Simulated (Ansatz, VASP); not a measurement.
# Cr2Ru3 in two plane-wave programs, part 2 of 2

Aim: how closely do two programs agree when they are given the same cell, functional and k mesh? The structure shown is the end of the VASP relaxation below.

VASP 6.6.1 and Ansatz 0.2.0.

So far: Set-up; VASP: relaxation, PBEsol.

## 3. Ansatz: single point, PBEsol

Level of this step: Ansatz beside VASP: Kohn-Sham DFT, plane waves, PBEsol (Ansatz).

Ansatz runs on its default PAW (the set named soft_2) files.

The same cell, functional, mesh and smearing now go to Ansatz, which takes its cutoff from its data sets.

The input, input.yaml:

```yaml
crystal:
  lattice:
    - [5.44, 0.0, 0.0]
    - [2.72, 4.7111782, 0.0]
    - [0.0, 0.0, 22.56]
  atoms:
    - { symbol: Cr, position: [0.0, 0.0, 0.68061482], spin: 3.0 }
    - { symbol: Cr, position: [0.5, 0.0, 0.68061482], spin: 3.0 }
    - { symbol: Cr, position: [0.0, 0.5, 0.68061482], spin: 3.0 }
    - { symbol: Cr, position: [0.5, 0.5, 0.68061482], spin: 3.0 }
    - { symbol: Cr, position: [0.0, 0.0, 0.31938518], spin: 3.0 }
    - { symbol: Cr, position: [0.5, 0.0, 0.31938518], spin: 3.0 }
    - { symbol: Cr, position: [0.0, 0.5, 0.31938518], spin: 3.0 }
    - { symbol: Cr, position: [0.5, 0.5, 0.31938518], spin: 3.0 }
    - { symbol: Ru, position: [0.83333333, 0.33333333, 0.59558694], spin: 1.0 }
    - { symbol: Ru, position: [0.33333333, 0.33333333, 0.59558694], spin: 1.0 }
    - { symbol: Ru, position: [0.83333333, 0.83333333, 0.59558694], spin: 1.0 }
    - { symbol: Ru, position: [0.33333333, 0.83333333, 0.59558694], spin: 1.0 }
    - { symbol: Ru, position: [0.0, 0.0, 0.5], spin: 1.0 }
    - { symbol: Ru, position: [0.5, 0.0, 0.5], spin: 1.0 }
    - { symbol: Ru, position: [0.0, 0.5, 0.5], spin: 1.0 }
    - { symbol: Ru, position: [0.5, 0.5, 0.5], spin: 1.0 }
    - { symbol: Ru, position: [0.83333333, 0.33333333, 0.40441306], spin: 1.0 }
    - { symbol: Ru, position: [0.33333333, 0.33333333, 0.40441306], spin: 1.0 }
    - { symbol: Ru, position: [0.83333333, 0.83333333, 0.40441306], spin: 1.0 }
    - { symbol: Ru, position: [0.33333333, 0.83333333, 0.40441306], spin: 1.0 }
hamiltonian:
  xc: pbesol
  pseudopotentials: { kind: paw }
magnetization:
  spin_polarized: true
kpoints:
  mp_grid: { grid: [4, 4, 1] }
scf:
  occupations: { method: gaussian, width: 0.1 }
  n_extra_bands: 29
output:
  forces: true
  eigenvalues: true
```

Launch:

```console
$ ansatz run input.yaml --threads 8 --pin off --max-ram 18432MiB --backend cpu --events-out ev --progress --plain --runs-dir out
```

Numbers of over 12 decimals in the logs are rounded to 6 here.

The log of the run:

```text
Warning: the band count 181 (scf.n_extra_bands) hosts the net moment |M| = 36.0000 μB (N_el = 304) but caps the reachable moment at 2·n_bands − N_el = 58.0000 μB, below the 204 bands that the automatic rule leaves for it — a moment growing past the seed, or the majority channel's smearing tail, pins there with fewer empty majority states than that count leaves; raise or omit scf.n_extra_bands unless the cap is intended
scf.n_extra_bands = 29 over 152 filled bands (N_el = 304.0): the run solves 181 bands
Engine: ansatz 0.2.0, aarch64-unknown-linux-gnu
Pseudopotentials: kind: paw
Pseudopotential: Cr, paw, valence charge 14, recommended cutoff 420 eV (normal), Cr.paw.azcp
Pseudopotential: Ru, paw, valence charge 16, recommended cutoff 420 eV (normal), Ru.paw.azcp
Functional definition: PBEsol
  exchange = pbesol_x
  correlation = pbesol_c
Crystal: 20 atoms, lattice volume = 578.186 Å³
Basis set: ecut = 420 eV, 11205 PW (Γ), exchange–correlation on 80×80×320 points (8 copies of the dense FFT grid, shifted against one another)
Bands: 181, of which v1, the nominal top of the filled ones, is band 152 counted from 1 (151 counted from 0)
Symmetry: 48 space group operations
Space group: P-6m2 (ITA 187), of the structure as read, at distance tolerance 8.3e-5 Å
Magnetic group: BNS 187.209 (UNI 1439), of the structure as read, at distance tolerance 8.3e-5 Å
k-points: 4 of 16 (time reversal used)
Non-local potential: Cr, projectors of the file, l = 0: 3, l = 1: 2, l = 2: 3, l = 3: 1
Non-local potential: Ru, projectors of the file, l = 0: 3, l = 1: 2, l = 2: 2, l = 3: 1
PAW form: soft (Blöchl's): semilocal exchange-correlation on the pseudo side does not see the compensation charge
PAW frozen core: Cr, regenerated for the run's functional, and the local potential with it (the file was generated under x = pbe(κ = 0.804, μ = 0.219515), c = pbe(β = 0.066725))
PAW frozen core: Ru, regenerated for the run's functional, and the local potential with it (the file was generated under x = pbe(κ = 0.804, μ = 0.219515), c = pbe(β = 0.066725))
PAW one-centre angular grid: Cr, 590 points (default); XC on 64 Gauss nodes
PAW one-centre angular grid: Ru, 590 points (default); XC on 64 Gauss nodes
Initial density: superposition of atomic densities (neutral atoms: chi_scale 0, normalization atom)
Starting moments: Σ|m| = 36 μB on 20 of 20 sites
Initial wavefunctions: pseudopotential atomic-orbital guess
Functional: x = pbesol(κ = 0.804, μ = 0.123457), c = pbesol(β = 0.046)
SCF iter   1: F=—  HF=-96612.175013 eV  |F-HF|=—  |Δ(HF+E_count)|=         —  Δρ=1.21e-1 (↑1.21e-1 ↓4.52e-2)  dr2=9.71e1  dr2_m=2.76e1  M=8.634 μB ∫|m|=9.513 μB  β_m=0.30  ethr=3.10e-3  ⟨swp⟩=7.0  Hψ=6128  notcnv=0
Mixer restart at iter 1: flushing history
preconditioner: auto → LDOS  [metal: Δε(μ)=0.005 eV  Ē_g=4.594 eV  σ=0.100 eV  W_gap=0.03  n_scr=136 (ndim 8)  ℏωp=18.5 eV  f_vac=0.482  D(μ)=31.24/eV (n_scr^D=304)]
spin=Collinear: LDOS preconditioning applied to the charge; magnetization (m = ρ↑ − ρ↓) channel mixes plain (no charge-response kernel on spin).
SCF iter   2: F=—  HF=-96583.539094 eV  |F-HF|=—  |Δ(HF+E_count)|=    2.86e1  Δρ=6.35e-2 (↑6.35e-2 ↓3.39e-2)  dr2=2.44e1  dr2_m=1.07e1  M=9.484 μB ∫|m|=10.751 μB  β_m=0.44  ethr=3.10e-3  ⟨swp⟩=3.0  Hψ=3303  notcnv=0  defer=74
SCF iter   3: F=—  HF=-96577.768590 eV  |F-HF|=—  |Δ(HF+E_count)|=    5.77e0  Δρ=2.16e-2 (↑2.16e-2 ↓1.96e-2)  dr2=9.82e-1  dr2_m=2.05e0  M=8.150 μB ∫|m|=9.925 μB  β_m=0.60  ethr=3.10e-3  ⟨swp⟩=4.2  Hψ=3472  notcnv=0  defer=68
SCF iter   4: F=—  HF=-96577.813290 eV  |F-HF|=—  |Δ(HF+E_count)|=   4.47e-2  Δρ=1.35e-2 (↑1.14e-2 ↓1.35e-2)  dr2=3.74e-1  dr2_m=7.88e-1  M=5.017 μB ∫|m|=7.006 μB  β_m=0.80  ethr=3.23e-4  ⟨swp⟩=2.9  Hψ=2428  notcnv=0  defer=61
SCF iter   5: F=—  HF=-96577.964388 eV  |F-HF|=—  |Δ(HF+E_count)|=   1.51e-1  Δρ=1.23e-2 (↑1.23e-2 ↓1.06e-2)  dr2=2.18e-1  dr2_m=6.74e-1  M=2.588 μB ∫|m|=4.139 μB  β_m=0.39  ethr=1.23e-4  ⟨swp⟩=3.1  Hψ=2686  notcnv=0  defer=61
SCF iter   6: F=—  HF=-96577.935962 eV  |F-HF|=—  |Δ(HF+E_count)|=   2.84e-2  Δρ=3.97e-3 (↑3.77e-3 ↓3.97e-3)  dr2=4.54e-2  dr2_m=7.48e-2  M=0.837 μB ∫|m|=1.531 μB  β_m=0.74  ethr=7.18e-5  ⟨swp⟩=2.8  Hψ=2682  notcnv=0  defer=65
SCF iter   7: F=—  HF=-96577.937102 eV  |F-HF|=—  |Δ(HF+E_count)|=   1.14e-3  Δρ=1.20e-3 (↑9.23e-4 ↓1.20e-3)  dr2=5.51e-3  dr2_m=5.41e-3  M=0.310 μB ∫|m|=0.562 μB  β_m=0.82  ethr=1.49e-5  ⟨swp⟩=2.2  Hψ=2474  notcnv=0  defer=67
SCF iter   8: F=—  HF=-96577.939019 eV  |F-HF|=—  |Δ(HF+E_count)|=   1.92e-3  Δρ=1.05e-3 (↑1.05e-3 ↓7.02e-4)  dr2=3.55e-3  dr2_m=3.90e-3  M=0.258 μB ∫|m|=0.411 μB  β_m=0.86  ethr=1.81e-6  ⟨swp⟩=3.1  Hψ=3128  notcnv=0  defer=67
SCF iter   9: F=—  HF=-96577.939734 eV  |F-HF|=—  |Δ(HF+E_count)|=   7.15e-4  Δρ=2.11e-4 (↑2.11e-4 ↓2.09e-4)  dr2=6.09e-4  dr2_m=1.18e-4  M=0.089 μB ∫|m|=0.135 μB  β_m=0.87  ethr=1.17e-6  ⟨swp⟩=2.5  Hψ=2330  notcnv=0  defer=68
[...]
SCF 1 converged in 17 iterations: F = -96577.940175 eV  dr2 = 2.77e-9
  greatest PAW one-centre occupation: 1.000 electrons in one spin orbital (limit 2), on the Cr atom at site 7 (counted from 0), in its partial waves of l = 0
Starting moments: Σ|m| = 76 μB on 20 of 20 sites
[...]
preconditioner: auto → LDOS  [metal: Δε(μ)=0.032 eV  Ē_g=5.345 eV  σ=0.100 eV  W_gap=0.18  n_scr=136 (ndim 8)  ℏωp=18.5 eV  f_vac=0.482  D(μ)=24.03/eV (n_scr^D=216)]
spin=Collinear: LDOS preconditioning applied to the charge; magnetization (m = ρ↑ − ρ↓) channel mixes plain (no charge-response kernel on spin).
[...]
spin-set hold released at iteration 8 (site moments contracting): the magnetisation degrees of freedom join the quasi-Newton model from the next iteration; the mixer history was flushed
[...]
SCF iter  29: F=—  HF=-96577.939416 eV  |F-HF|=—  |Δ(HF+E_count)|=   8.02e-5  Δρ=5.13e-5 (↑5.13e-5 ↓4.40e-5)  dr2=5.43e-6  dr2_m=1.07e-5  M=0.043 μB ∫|m|=0.058 μB  β_m=0.89  ethr=9.32e-8  ⟨swp⟩=2.5  Hψ=2130  notcnv=0
SCF iter  30: F=—  HF=-96577.940146 eV  |F-HF|=—  |Δ(HF+E_count)|=   7.30e-4  Δρ=2.90e-5 (↑2.90e-5 ↓2.63e-5)  dr2=2.66e-6  dr2_m=3.26e-6  M=0.025 μB ∫|m|=0.034 μB  β_m=0.94  ethr=1.79e-9  ⟨swp⟩=3.5  Hψ=3239  notcnv=0
SCF iter  31: F=—  HF=-96577.940175 eV  |F-HF|=—  |Δ(HF+E_count)|=   2.85e-5  Δρ=1.60e-5 (↑1.55e-5 ↓1.60e-5)  dr2=5.07e-6  dr2_m=1.76e-7  M=0.005 μB ∫|m|=0.006 μB  β_m=0.80  ethr=8.75e-10  ⟨swp⟩=3.6  Hψ=3197  notcnv=0
iter 32 did not close the SCF: its close was put off for a magnetic moment that had not settled (scf_convergence_deferred on its scf_iter line)
SCF iter  32: F=-96577.940175 eV  HF=-96577.940175 eV  |F-HF|=5.98e-8  |Δ(HF+E_count)|=   3.75e-7  Δρ=3.52e-6 (↑2.70e-6 ↓3.52e-6)  dr2=9.87e-8  dr2_m=4.26e-8  M=0.002 μB ∫|m|=0.003 μB  β_m=0.90  ethr=3.29e-11  ⟨swp⟩=2.1  Hψ=4910  notcnv=0
iter 33 did not close the SCF: its close was put off for a magnetic moment that had not settled (scf_convergence_deferred on its scf_iter line)
SCF iter  33: F=-96577.940175 eV  HF=-96577.940175 eV  |F-HF|=4.22e-8  |Δ(HF+E_count)|=   3.34e-7  Δρ=1.62e-6 (↑1.45e-6 ↓1.62e-6)  dr2=6.81e-8  dr2_m=4.79e-9  M=0.001 μB ∫|m|=0.001 μB  β_m=0.87  ethr=3.25e-11  ⟨swp⟩=1.1  Hψ=4598  notcnv=0
iter 34 did not close the SCF: its close was put off for a magnetic moment that had not settled (scf_convergence_deferred on its scf_iter line)
SCF iter  34: F=-96577.940175 eV  HF=-96577.940175 eV  |F-HF|=2.33e-9  |Δ(HF+E_count)|=   3.68e-8  Δρ=6.54e-7 (↑6.50e-7 ↓6.54e-7)  dr2=7.48e-9  dr2_m=8.42e-10  M=0.000 μB ∫|m|=0.001 μB  β_m=0.83  ethr=2.24e-11  ⟨swp⟩=1.0  Hψ=3526  notcnv=0
SCF iter  35: F=-96577.940175 eV  HF=-96577.940175 eV  |F-HF|=8.00e-10  |Δ(HF+E_count)|=   7.28e-9  Δρ=2.71e-7 (↑1.86e-7 ↓2.71e-7)  dr2=1.41e-9  dr2_m=7.09e-11  M=0.000 μB ∫|m|=0.000 μB  ethr=2.46e-12  ⟨swp⟩=1.1  Hψ=5013  notcnv=0
SCF 2 converged in 35 iterations: F = -96577.940175 eV  dr2 = 1.41e-9
WARN: the starting moments were not kept: the SCF closed with an absolute magnetisation of 1.7e-4 μB, where they sum to 36 μB in size (20 sites). That is at most 0.1 of that sum. Measured as dr2_m measures the in/out step, that magnetisation stands 4.5e-10 eV from none, at or under the dr2_threshold of 1.0e-7 eV: it is no larger than a step whose dr2_m would equal this threshold. The system may hold no moment; this S [...]
SCF converged after 17 iterations
Magnetization: -0.0001 μB (151.9999 up, 152.0001 down)
Absolute magnetization: 0.0002 μB (∫|ρ↑−ρ↓|, with the PAW one-centre terms)
Spin contamination: 0.0000 ħ² per cell (⟨S²⟩ above its minimum at these occupations)
Per-site moments (μB) at R_I (Å): [(-3.876741525699833e-6, 1.022612), (-3.8767415256998324e-6, 1.022612), (-3.876741525699833e-6, 1.022612), (-3.8767415256998324e-6, 1.022612), (-3.876741525637268e-6, 1.022612), (-3.876741525637269e-6, 1.022612), (-3.87674152563727e-6, 1.022612), (-3.876741525637269e-6, 1.022612), (-1.8527825005222925e-6, 1.022612), (-1.8527825005222927e-6, 1.022612), (-1.852782500522293e-6, 1.022612 [...]
Free energy (F): -96577.940175 eV
Harris-Foulkes:  -96577.940175 eV  (|F-HF|=4.80e-10)
Internal energy: -96577.838744 eV  (E = F + TS)
E sigma→0 (E₀):  -96577.889460 eV
Entropy (-TS):   -0.101432 eV (-5.072 meV/atom)
Fermi energy:    7.108785 eV
--- Per-component energies (eV) ---
  E_band       = -6220.589007
  E_kinetic    = 8903.791615
  E_local      = -410156.919101  (includes V_loc(G=0)·N_el)
  E_nonlocal   = 4791.840788
  E_hartree    = 199550.165473
  E_xc         = -3369.166347
  E_vxc        = -4266.828568  (∫ρ·V_xc dr)
  E_paw        = -50137.696487  (= ΣΔE_a)
  E_vpaw       = -4592.797617  (= ΣTr[D̂ρ^β])
  E_aug_tail   = 0.000618  (compensation charges beyond the density's cutoff)
  E_ewald      = 153835.825149
  E_core_change = 4.319548  (= ΣΔE_core)
  E_smearing   = -0.101432  (= −TS)
  E_closure    = -0.000000  (closes the sum)
  Σ components = -96577.940175   (vs F -96577.940175, Δ=0.00e0)
--- Forces (eV/Å), atoms counted from 1 ---
  atom   1  Cr     0.00000000     0.00000000    -0.03696396
  atom   2  Cr     0.00000000     0.00000000    -0.03696396
  atom   3  Cr    -0.00000000     0.00000000    -0.03696396
  atom   4  Cr     0.00000000     0.00000000    -0.03696396
  atom   5  Cr     0.00000000     0.00000000     0.03696396
  atom   6  Cr     0.00000000     0.00000000     0.03696396
  atom   7  Cr     0.00000000     0.00000000     0.03696396
  atom   8  Cr     0.00000000     0.00000000     0.03696396
  atom   9  Ru    -0.00000000    -0.00000000    -0.02391950
  atom  10  Ru    -0.00000000    -0.00000000    -0.02391950
  atom  11  Ru    -0.00000000    -0.00000000    -0.02391950
  atom  12  Ru    -0.00000000    -0.00000000    -0.02391950
  atom  13  Ru     0.00000000     0.00000000     0.00000000
  atom  14  Ru    -0.00000000     0.00000000     0.00000000
  atom  15  Ru     0.00000000     0.00000000     0.00000000
  atom  16  Ru    -0.00000000     0.00000000     0.00000000
  atom  17  Ru     0.00000000    -0.00000000     0.02391950
  atom  18  Ru     0.00000000    -0.00000000     0.02391950
  atom  19  Ru     0.00000000    -0.00000000     0.02391950
  atom  20  Ru     0.00000000    -0.00000000     0.02391950
  max |Σ_I F_I| component: 3.06e-16 eV/Å
--- Band table (eV; the first three rows and the last of 8) ---
  k-point 0 ↑: bands = [... 148 lower, 7.1153, 7.6659, 7.7793, 7.7793, 8.1033, 8.1033, 8.1033, 8.1476, ... 25 higher]
  k-point 1 ↑: bands = [... 148 lower, 7.0504, 7.2190, 7.2190, 7.2200, 7.2200, 7.2401, 7.2600, 7.3998, ... 25 higher]
  k-point 2 ↑: bands = [... 148 lower, 6.6979, 6.6979, 6.7376, 6.7376, 6.8150, 6.8150, 6.9737, 6.9737, ... 25 higher]
  k-point 3 ↓: bands = [... 148 lower, 6.7292, 6.8122, 6.8122, 6.8161, 6.8679, 7.0378, 7.2031, 7.2690, ... 25 higher]
```

Run time: 2.3 min. Hardware: 8 threads of Arm Neoverse N1, shared host; peak memory 3.7 GiB.

The column dr2 measures how far the density is from self-consistency, as an energy; F and HF (Harris–Foulkes) agree once it is small.

## 4. Side by side

Known differences besides the potentials themselves: the data sets hold 304 valence electrons in Ansatz (default PAW (the set named soft_2) files) and 264 in VASP; the cutoff is 420 eV in Ansatz and 330 eV in VASP (PREC = Normal, projectors in real space); Ansatz makes its cores anew for this functional, VASP keeps those of its PBE data sets. Total energies have different zeros and are not compared.

At this near-relaxed geometry the largest component of a force difference is 35 meV/Å.

## 5. Further runs

Further runs change the set-up of one program: Ansatz's method, potentials or start, or VASP's data sets, cutoff or form of LDA. The table gives Ansatz less VASP for each quantity, since a change that brings one quantity closer may part another.

```tsv
run	r.m.s. force difference (meV/Å)
as above	13
cores kept as stored	13
Ansatz's larger PAW set (cutoff 1070 eV)	14
norm-conserving potentials (cutoff 1279 eV)	18
```

## 6. Results

| Quantity | Value |
| --- | --- |
| r.m.s. force difference (single point, PBEsol) | 13 meV/Å |

In words: The r.m.s. force difference is 13 meV/Å (single point, PBEsol), beyond the 12 meV/Å picked in this series as the mark of a large difference. Single point, PBEsol, norm-conserving potentials (cutoff 1279 eV): r.m.s. force difference goes from 13 to 18 meV/Å. Such differences can come from data sets, numerical settings and the points named under the comparisons, not from the functional's error against experiment.

[Lines on the potential files, build, host, timing and source positions are cut from VASP's logs without a mark.]

[Logs are printed without paths, hosts, clocks, repeated set-up lines and the standing remarks that a program may print on its own settings, such as how far it seeks lower states.]

[Hosts, paths, dates, database ids (printed as entryN), source tags and the programs' standing remarks are cut or masked in the printed files.]
